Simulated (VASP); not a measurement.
These are r2SCAN meta-GGA, VASP's PBE PAW potentials (set 64) (plane waves; VASP) values and carry that method's errors.

A VASP calculation is set up with these files.

**KPOINTS**
```
kpoints
0
G
  9 9 9
0 0 0
```

### POSCAR
```
TiSi
2.8956630
  0.0000000000   0.9999998876   0.9999998876
  0.9999998876   0.0000000000   0.9999998876
  0.9999998876   0.9999998876   0.0000000000
Ti Si
1 1
direct
  0.0000000000   0.0000000000   0.0000000000
  0.2500000000   0.2500000000   0.2500000000
```

### KPOINTS_OPT
```
k-points along high-symmetry lines
10
Line-mode
Reciprocal
  0.000000   0.000000   0.000000 ! GAMMA
 -0.500000  -0.500000   0.000000 ! X

 -0.500000  -0.500000   0.000000 ! X
 -0.375000  -0.375000   0.250000 ! U

 -0.375000  -0.000000   0.375000 ! K
  0.000000   0.000000   0.000000 ! GAMMA

  0.000000   0.000000   0.000000 ! GAMMA
  0.000000   0.000000   0.500000 ! L

  0.000000   0.000000   0.500000 ! L
 -0.500000  -0.250000   0.250000 ! W

 -0.500000  -0.250000   0.250000 ! W
 -0.500000  -0.500000   0.000000 ! X
```

### INCAR
```
# general
SYSTEM  = TiSi
PREC    = Accurate
ENCUT   = 400   # plane-wave cut-off (eV)
LREAL   = F   # projection in real space or not
LASPH   = T   # aspherical one-centre terms

# electronic loop
EDIFF   = 1E-7   # SCF stop (eV)
NELM    = 100   # most electronic steps
ALGO    = Normal
LMAXMIX = 4   # l cut-off of mixed one-centre charges
LMIXTAU = T

# smearing
ISMEAR  = -5   # tetrahedra, Bloechl

# functional
METAGGA = R2SCAN

# ions
ISIF    = 2   # forces and stress, cell fixed

# output
LWAVE   = F
LCHARG  = F
LORBIT  = 11   # lm-projected
NEDOS   = 601
```

POTCAR, in this order: Ti_sv Si (PBE.64 set). Program: vasp_std.

Output

File OUTCAR:
```
 ion  position               nearest neighbor table
   1  0.000  0.000  0.000-   2 2.51   2 2.51   2 2.51   2 2.51
   2  0.250  0.250  0.250-   1 2.51   1 2.51   1 2.51   1 2.51
  LATTYP: Found a face centered cubic cell.
 ALAT       =     5.7913253492
 Subroutine PRICEL returns:
 Original cell was already a primitive cell.
 Subroutine GETGRP returns: Found 24 space group operations
The static configuration has the point symmetry T_d .
The dynamic configuration has the point symmetry T_d .
 Subroutine INISYM returns: Found 24 space group operations
 Subroutine IBZKPT returns following result:
 Found     35 irreducible k-points:

 Following reciprocal coordinates:
            Coordinates               Weight
  0.000000  0.000000  0.000000      1.000000
  0.111111  0.000000  0.000000      8.000000
  0.222222  0.000000  0.000000      8.000000
  0.333333  0.000000  0.000000      8.000000
  0.444444  0.000000  0.000000      8.000000
  0.111111  0.111111  0.000000      6.000000
  0.222222  0.111111  0.000000     24.000000
  0.333333  0.111111  0.000000     24.000000
  0.444444  0.111111  0.000000     24.000000
 -0.444444  0.111111  0.000000     24.000000
 -0.333333  0.111111  0.000000     24.000000
 -0.222222  0.111111  0.000000     24.000000
 -0.111111  0.111111  0.000000     12.000000
  0.222222  0.222222  0.000000      6.000000
  0.333333  0.222222  0.000000     24.000000
  0.444444  0.222222  0.000000     24.000000
 -0.444444  0.222222  0.000000     24.000000
 -0.333333  0.222222  0.000000     24.000000
 -0.222222  0.222222  0.000000     12.000000
  0.333333  0.333333  0.000000      6.000000
  0.444444  0.333333  0.000000     24.000000
 -0.444444  0.333333  0.000000     24.000000
 -0.333333  0.333333  0.000000     12.000000
  0.444444  0.444444  0.000000      6.000000
 -0.444444  0.444444  0.000000     12.000000
  0.333333  0.222222  0.111111     24.000000
  0.444444  0.222222  0.111111     48.000000
 -0.444444  0.222222  0.111111     48.000000
  0.444444  0.333333  0.111111     24.000000
 -0.444444  0.333333  0.111111     48.000000
 -0.333333  0.333333  0.111111     48.000000
 -0.222222  0.333333  0.111111     24.000000
 -0.444444  0.444444  0.111111     24.000000
 -0.333333  0.444444  0.111111     24.000000
 -0.333333  0.444444  0.222222     24.000000
   k-points           NKPTS =     35   k-points in BZ     NKDIM =     35   number of bands    NBANDS=     12
   number of dos      NEDOS =    601   number of ions     NIONS =      2
   total plane-waves  NPLWV =  21952
   dimension x,y,z NGX =    28 NGY =   28 NGZ =   28
   dimension x,y,z NGXF=    56 NGYF=   56 NGZF=   56
   ions per type =               1   1
   PREC   = accura    normal or accurate (medium, high low for compatibility)
   ISTART =      0    job   : 0-new  1-cont  2-samecut
   ICHARG =      2    charge: 1-file 2-atom 10-const
   ISPIN  =      1    spin polarized calculation?
   LNONCOLLINEAR =      F non collinear calculations
   LSORBIT =      F    spin-orbit coupling
   INIWAV =      1    electr: 0-lowe 1-rand  2-diag
   ENCUT  =  400.0 eV  29.40 Ry    5.42 a.u.   6.68  6.68  6.68*2*pi/ulx,y,z
   NELM   =    100;   NELMIN=  2; NELMDL= -5     # of ELM steps
   EDIFF  = 0.1E-06   stopping-criterion for ELM
   LREAL  =      F    real-space projection
   NLSPLINE    = F    spline interpolate recip. space projectors
   LMAXMIX     =    4 max onsite mixed and CHGCAR
   VOSKOWN=      0    Vosko Wilk Nusair interpolation
   EDIFFG = 0.1E-05   stopping-criterion for IOM
   NSW    =      0    number of steps for IOM
   NBLOCK =      1;   KBLOCK =      1    inner block; outer block
   IBRION =     -1    ionic relax: 0-MD 1-quasi-New 2-CG
...
```

### OSZICAR
```
       N       E                     dE             d eps       ncg     rms          rms(c)
DAV:   1     0.818931300175E+02    0.81893E+02   -0.69736E+03   840   0.111E+03
DAV:   2    -0.195346168599E+02   -0.10143E+03   -0.97968E+02   872   0.305E+02
DAV:   3    -0.266785194479E+02   -0.71439E+01   -0.69431E+01  1300   0.798E+01
DAV:   4    -0.269713501032E+02   -0.29283E+00   -0.29143E+00  1092   0.148E+01
DAV:   5    -0.269894571811E+02   -0.18107E-01   -0.18105E-01  1264   0.335E+00    0.112E+01
DAV:   6    -0.208046039168E+02    0.61849E+01   -0.24636E+01  1300   0.627E+01    0.678E+00
DAV:   7    -0.206368580571E+02    0.16775E+00   -0.72127E+00  1220   0.268E+01    0.369E+00
DAV:   8    -0.207453110858E+02   -0.10845E+00   -0.14417E+00  1072   0.737E+00    0.198E+00
DAV:   9    -0.203843931893E+02    0.36092E+00   -0.42000E-01   932   0.709E+00    0.183E+00
DAV:  10    -0.206213971842E+02   -0.23700E+00   -0.51394E-01  1008   0.774E+00    0.173E-01
DAV:  11    -0.205875532031E+02    0.33844E-01   -0.80225E-02   916   0.267E+00    0.197E-01
DAV:  12    -0.205880204609E+02   -0.46726E-03   -0.75052E-03  1052   0.103E+00    0.108E-01
DAV:  13    -0.205862445377E+02    0.17759E-02   -0.10697E-03   992   0.370E-01    0.873E-02
DAV:  14    -0.205891508997E+02   -0.29064E-02   -0.19721E-03   868   0.458E-01    0.568E-02
DAV:  15    -0.205892986282E+02   -0.14773E-03   -0.46284E-04  1036   0.226E-01    0.156E-02
DAV:  16    -0.205893194010E+02   -0.20773E-04   -0.24421E-05  1148   0.425E-02    0.111E-02
DAV:  17    -0.205893139285E+02    0.54725E-05   -0.93706E-06   920   0.348E-02    0.138E-02
DAV:  18    -0.205893267293E+02   -0.12801E-04   -0.26819E-05  1008   0.612E-02    0.172E-02
DAV:  19    -0.205893347887E+02   -0.80594E-05   -0.14732E-05   940   0.422E-02    0.717E-03
DAV:  20    -0.205893378243E+02   -0.30356E-05   -0.13902E-06  1072   0.105E-02    0.413E-03
DAV:  21    -0.205893344542E+02    0.33701E-05   -0.11400E-06  1160   0.101E-02    0.169E-03
DAV:  22    -0.205893396156E+02   -0.51614E-05   -0.54281E-07   864   0.949E-03    0.242E-04
DAV:  23    -0.205893393053E+02    0.31029E-06   -0.10346E-07   580   0.329E-03    0.483E-04
DAV:  24    -0.205893395030E+02   -0.19766E-06   -0.18733E-08   464   0.138E-03    0.397E-04
DAV:  25    -0.205893392995E+02    0.20348E-06   -0.73703E-09   468   0.946E-04    0.258E-04
DAV:  26    -0.205893392567E+02    0.42838E-07   -0.33812E-09   456   0.619E-04
   1 F= -.20589339E+02 E0= -.20589339E+02  d E =0.000000E+00
       N       E                     dE             ncg
       N       E                     dE             ncg
```

**OUTCAR**
```
------------------------ aborting loop because EDIFF is reached ----------------------------------------
  FORCE on cell =-STRESS in cart. coord.  units (eV):
  Direction    XX          YY          ZZ          XY          YZ          ZX
  --------------------------------------------------------------------------------------
  Total       -0.0026622     -0.0026622     -0.0026622      0.0000000     -0.0000000      0.0000000
  in kB       -0.0878363     -0.0878363     -0.0878363      0.0000000     -0.0000000      0.0000000
  external PRESSURE =      -0.0878363 kB  Pullay stress =       0.0000000 kB
  volume of cell :       48.56
      direct lattice vectors                 reciprocal lattice vectors
     0.000000000  2.895662675  2.895662675    -0.172672047  0.172672047  0.172672047
     2.895662675  0.000000000  2.895662675     0.172672047 -0.172672047  0.172672047
     2.895662675  2.895662675  0.000000000     0.172672047  0.172672047 -0.172672047
 POSITION                                       TOTAL-FORCE (eV/Angst)
 -----------------------------------------------------------------------------------
      0.00000      0.00000      0.00000        -0.000000     -0.000000      0.000000
      1.44783      1.44783      1.44783         0.000000      0.000000     -0.000000
 -----------------------------------------------------------------------------------
    total drift:                                0.000003      0.000003      0.000003
  FREE ENERGIE OF THE ION-ELECTRON SYSTEM (eV)
  ---------------------------------------------------
  free  energy   TOTEN  =       -20.5893392567 eV

  energy  without entropy=      -20.5893392567  energy(sigma->0) =      -20.58933926

 total charge

# of ion       s       p       d       tot
------------------------------------------
    1        2.198   6.099   1.833  10.131
    2        0.808   1.001   0.000   1.809
--------------------------------------------------
tot          3.006   7.100   1.833  11.940
```
(Selected blocks of OUTCAR.)

The structure was generated: TiSi was put into the zinc blende type (F-43m), which need not be its known phase. It was relaxed first, which changed the volume by -21 %.
